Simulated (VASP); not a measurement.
Given:

```
GdN
1.0
    0.00000     2.49000     2.49000
    2.49000     0.00000     2.49000
    2.49000     2.49000     0.00000
Gd N
1 1
Direct
  0.00000   0.00000   0.00000
  0.50000   0.50000   0.50000
```

These are rev-vdW-DF2, VASP's PBE PAW potentials (set 64) (plane waves; VASP) values and carry that method's errors. Numerical set-up: 520 eV cut-off, 8×8×8 Γ-centred mesh, Gaussian smearing of 0.050 eV, potentials Gd_3 N.

The 4f electrons are frozen in the core of the lanthanide potential, so 4f levels, which can set the real gap, and their magnetism are missing.

Task: The ions, cell shape and volume are relaxed. Which structure does the run end with?

Result: 
```
GdN
1.0
    0.00000     2.47701     2.47701
    2.47701     0.00000     2.47701
    2.47701     2.47701     0.00000
Gd N
1 1
Direct
  0.00000   0.00000   0.00000
  0.50000   0.50000   0.50000
```
Space group Fm-3m (225), at a tolerance of 0.03 Å.

Task: How do energy and volume change from the first to the last step?

Result: The energy (σ→0) changes by -1.9 meV/atom and the volume by -1.6 %, in 3 ionic steps.

The compound is GdN in the rock salt structure. This run relaxes it. Symmetry was kept, so distortions that lower it aren't found.
